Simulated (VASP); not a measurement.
An input for Quantum ESPRESSO's pw.x (written as the equivalent of a VASP run, and not itself run):

```
&CONTROL
  calculation = 'scf'
  pseudo_dir = './pseudo'
  outdir = './out'
  tprnfor = .true.
  tstress = .true.
/
&SYSTEM
  ibrav = 0
  nat = 2
  ntyp = 1
  ecutwfc = 66
  occupations = 'tetrahedra'
  input_dft = 'vdw-df-ob86'
/
&ELECTRONS
  conv_thr = 7.3e-09
  electron_maxstep = 100
/
ATOMIC_SPECIES
  Bi 208.980 Bi.upf
CELL_PARAMETERS angstrom
     4.1468986   -2.2771250   -0.0075793
     4.1468986    2.2771250   -0.0075793
     2.9033351    0.0000000    3.7353406
ATOMIC_POSITIONS crystal
  Bi   0.2359380  0.2359380  0.2359380
  Bi   0.7640620  0.7640620  0.7640620
K_POINTS automatic
  11 11 11 0 0 0
```

Write the VASP files for the same calculation (optB86b-vdW).

This is not unique; one that fits is 
**INCAR**
```
SYSTEM = Bi
PREC = Accurate; ENCUT = 520; LREAL = F
LASPH = T
EDIFF = 1E-7; NELM = 100; ALGO = Normal
LMAXMIX = 4
ISMEAR = -5
GGA = MK; LUSE_VDW = T; AGGAC = 0.0
PARAM1 = 0.1234; PARAM2 = 1.0
ISIF = 2
LWAVE = F; LCHARG = T; LORBIT = 11
NEDOS = 601
```

**POSCAR**
```
Bi
1
    4.1468986105    -2.2771250186    -0.0075793451
    4.1468986105     2.2771250186    -0.0075793451
    2.9033351147     0.0000000000     3.7353405580
Bi
2
Direct
  0.2359380081   0.2359380081   0.2359380081
  0.7640619919   0.7640619919   0.7640619919
```

File KPOINTS:
```
Automatic
0
gamma
  11 11 11
0 0 0
```

POTCAR, in this order: Bi_d (PBE.64 set). Program: vasp_std.

The two are equivalent in intent, not identical: the potentials are each code's own (VASP's PAW set, PseudoDojo norm-conserving files in pw.x), so ENCUT and ecutwfc are chosen apart and not converted; conv_thr bounds pw.x's estimated SCF error, while EDIFF bounds the energy change between steps.

The compound is Bi in the a7 structure. It was relaxed first.
